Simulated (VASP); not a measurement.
```yaml
crystal:
  lattice:
    - [7.64209, 0.00000, 0.00000]
    - [0.00000, 3.62486, 0.00000]
    - [0.00000, 0.00000, 9.66226]
  atoms:
    - { symbol: W, position: [0.75035, 0.25000, 0.58753] }
    - { symbol: W, position: [0.25035, 0.25000, 0.91247] }
    - { symbol: W, position: [0.24965, 0.75000, 0.41247] }
    - { symbol: W, position: [0.74965, 0.75000, 0.08753] }
    - { symbol: Te, position: [0.62508, 0.25000, 0.89417] }
    - { symbol: Te, position: [0.12508, 0.25000, 0.60583] }
    - { symbol: Te, position: [0.37492, 0.75000, 0.10583] }
    - { symbol: Te, position: [0.87492, 0.75000, 0.39417] }
    - { symbol: Te, position: [0.51059, 0.25000, 0.36384] }
    - { symbol: Te, position: [0.01059, 0.25000, 0.13616] }
    - { symbol: Te, position: [0.48941, 0.75000, 0.63616] }
    - { symbol: Te, position: [0.98941, 0.75000, 0.86384] }
```

All values below come from PBEsol GGA, VASP's PBE PAW potentials (set 64) (plane waves; VASP). Run with 400 eV cut-off, 5×10×4 Γ-centred mesh, tetrahedra with Blöchl corrections, potentials W_sv Te.

Unless said otherwise, spin-orbit coupling is left out, though it shifts the bands of the heavy elements here.

**Question.** What does the run give for the energy per atom (σ→0), band gap (on the k-mesh) with the smallest direct gap where there is one?

**Answer.** 
```json
{
  "band gap (on the k-mesh)": "none (metal, semimetal or under 0.01 eV)",
  "energy per atom (σ→0)": "-6.542 eV/atom"
}
```

Total energies compare only between runs with the same potentials, cut-off and functional.

The structure was generated: Te2W was put into the cotunnite type (Pnma), which need not be its known phase. It was relaxed first, which changed the volume by -26 %.
